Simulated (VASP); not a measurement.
# Ta(100), as cut: electronic structure, part 2 of 2

Aim: model Ta(100) by a slab and find how far its highest filled level lies below the vacuum.

VASP 6.6.1; LDA; plane waves and PAW (Ta).

So far: Starting point; Vacuum level and density of states.

## 2. Vacuum level and density of states (continued)

The planar average of the electrostatic potential oscillates, so the rows of the table below give means over windows of 1.63 Å about each position, cut where the curve ends. Its maxima inside the range that stand out by 2 % of the span (Å: eV): 9.9: -5.32, 11.5: -5.34, 13.2: -5.27, 14.8: -5.27, 16.4: -5.34, 18.0: -5.32. Its minima: 9.1: -6.70, 10.7: -6.35, 12.3: -6.25, 14.0: -6.20, 15.6: -6.25, 17.2: -6.35, 18.9: -6.70.

Zero at the Fermi level. Table of planar average of the electrostatic potential by height; means over each step:

height (Å), planar average of the electrostatic potential (eV) and a bar from the least value:
```
     0.81       4.24 ##############################
     2.44       4.24 ##############################
     4.07       4.24 ##############################
     5.71       4.18 ##############################
     7.33       2.38 ########################
     8.96      -5.45 #
    10.59      -5.78 
    12.22      -5.73 
    13.85      -5.68 
    15.48      -5.72 
    17.11      -5.79 
    18.75      -5.79 
    20.38       1.47 ######################
    22.00       4.14 ##############################
    23.64       4.24 ##############################
    25.27       4.24 ##############################
    26.89       4.24 ##############################
```

Density of states in the PAW spheres, an atom over height of the layer and energy from the Fermi level.

Values in states/eV, 22 rows by 7 columns, each cell a mean:
```
2.41 0.95 0.77 0.95 0.77 0.95 2.41
1.25 0.82 0.93 1.21 0.93 0.82 1.25
1.16 1.04 1.33 1.45 1.33 1.04 1.16
1.35 1.27 1.63 1.57 1.63 1.27 1.35
1.30 1.36 1.62 1.48 1.62 1.36 1.30
1.31 1.50 1.32 1.35 1.32 1.50 1.31
0.98 0.99 0.57 0.66 0.57 0.99 0.98
0.59 0.73 0.56 0.58 0.56 0.73 0.59
0.70 0.94 0.83 0.79 0.83 0.94 0.70
0.88 1.10 0.94 0.88 0.94 1.10 0.88
0.60 0.77 0.74 0.71 0.74 0.77 0.60
0.41 0.61 0.69 0.65 0.69 0.61 0.41
0.26 0.45 0.50 0.51 0.50 0.45 0.26
0.17 0.27 0.26 0.28 0.26 0.27 0.17
0.14 0.19 0.17 0.19 0.17 0.19 0.14
0.10 0.15 0.15 0.15 0.15 0.15 0.10
0.06 0.11 0.10 0.08 0.10 0.11 0.06
0.06 0.11 0.10 0.09 0.10 0.11 0.06
0.04 0.08 0.07 0.06 0.07 0.08 0.04
0.02 0.04 0.06 0.06 0.06 0.04 0.02
0.01 0.03 0.04 0.04 0.04 0.03 0.01
0.00 0.00 0.01 0.01 0.01 0.00 0.00
```
Columns: height of the layer (Å) from 9 to 18.9; rows upwards: energy from the Fermi level (eV) from -7.9 to 0.5.

Force by atom:

| atom | x (eV/Å) | y (eV/Å) | z (eV/Å) | size |
| --- | --- | --- | --- | --- |
| Ta1 | 0.00 | 0.00 | 2.05 | 2.05 |
| Ta2 | 0.00 | 0.00 | -1.10 | 1.10 |
| Ta3 | 0.00 | 0.00 | -0.35 | 0.35 |
| Ta4 | 0.00 | 0.00 | 0.00 | 0.00 |
| Ta5 | 0.00 | 0.00 | 0.35 | 0.35 |
| Ta6 | 0.00 | 0.00 | 1.10 | 1.10 |
| Ta7 | 0.00 | 0.00 | -2.05 | 2.05 |

ELF in the ca plane at fractional y = 0.000, with atoms of Ta within 0.2 Å of it. It is the smooth field of the valence electrons, not physical close to the nuclei.

Ten even steps from '0' (0.00) to '9' (0.63), each cell a mean:
```
20000257621000136741000025762000012321100000
21001368753101358863100247874200122321100000
22235788875323578886322478887532223321100023
34578987788656887788655787789975433322100034
44589987788767887788766887679986444322100033
32346888886434688887433578888753233321100001
21112578864101368874201357885311122321100000
21000257631000137742000125863000012321100000
10000147520000025630000014752000012321100000
```
Columns run along c (16.0 Å, from fractional 0.28 to 0.86 of the cell), rows up along a (3.3 Å). Atoms in or near the plane, at fractional coordinates: Ta at (0.32, 0.00), Ta at (0.44, 0.00), Ta at (0.56, 0.00), Ta at (0.68, 0.00).

Valence density in the ca plane at fractional y = 0.000, with atoms of Ta within 0.2 Å of it. It is the smooth field of the valence electrons, not physical close to the nuclei.

Ten even steps from '0' (0.00 e/Å³) to '9' (0.51 e/Å³), each cell a mean:
```
36975664446777654445677754456558952000000000
24776654445766654445766654446667631000000000
12455544444555544444555544445555321000000000
11234444444444444444444444444443210000000000
11234444444444444444444444444443210000000000
12345544444444444444444444444554311000000000
13566654445666654445666654445666521000000000
25875654446767754445767754456668841000000000
37984664445676654445677654456559952100000000
```
Columns run along c (16.0 Å, from fractional 0.28 to 0.86 of the cell), rows up along a (3.3 Å). Atoms in or near the plane, at fractional coordinates: Ta at (0.32, 0.00), Ta at (0.44, 0.00), Ta at (0.56, 0.00), Ta at (0.68, 0.00).

Electrostatic potential energy in the ca plane at fractional y = 0.000, with atoms of Ta within 0.2 Å of it. With pseudopotentials it is smooth inside the atoms' cores, unlike the true potential.

Ten even steps from '0' (-27 eV) to '9' (4 eV), each cell a mean:
```
53000268973100258974100258984100147899999999
74212479985322468986322468986322357999999999
87555789987655789998655689998655678999999999
98888899999888899999888899999888889999999999
98888999999989999999988999999988899999999999
88767899998777889998777889998776789999999999
75433589986433579987433578987533468999999999
63101368974201368975201258985200247899999999
52000258863000158973100147974100136899999999
```
Columns run along c (16.0 Å, from fractional 0.28 to 0.86 of the cell; values clipped at the 3rd and 97th percentile), rows up along a (3.3 Å). Atoms in or near the plane, at fractional coordinates: Ta at (0.32, 0.00), Ta at (0.44, 0.00), Ta at (0.56, 0.00), Ta at (0.68, 0.00).

Only the dipole across the slab is computed (IDIPOL = 3); zeros along the plane are no results.

The density of states holds every band computed, so its fall toward the upper end of the range is no gap.

The map of layer states is cut here 0.5 eV above the Fermi level, so it leaves out the states above that.

The vacuum level lies 4.24 eV above the Fermi level at the upper face; both faces agree, as the slab has next to no dipole.

The program found no field-free point at its default tolerance, but its printed level agrees with the flat part of the planar average.

On this mesh the fine structure of the density of states is sampling noise, and high empty states may be cut by the number of bands.

## 3. Derived quantities

This step: slab, LDA; plane waves and PAW (VASP 6.6.1).

Derived from the runs above.

## 4. Outcome

- work function of the slab: 4.24 eV

The work function is 4.24 eV at both faces. Spin-orbit coupling is left out, which matters for the heavy elements here. No atom was relaxed. The cell in the plane was kept as given and was not relaxed here.

[Lines on the potential files, build, host, timing and source positions are cut from VASP's logs without a mark.]

[Logs are printed without paths, hosts, clocks, repeated set-up lines and the standing remarks that a program may print on its own settings, such as how far it seeks lower states.]

[Hosts, paths, dates, database ids (printed as entryN), source tags and the programs' standing remarks are cut or masked in the printed files.]

[In band tables of VASP the shares of atoms and orbitals are scaled to a sum of 1 inside the atoms' spheres.]

[Runs that stopped without an error message from VASP are left out.]
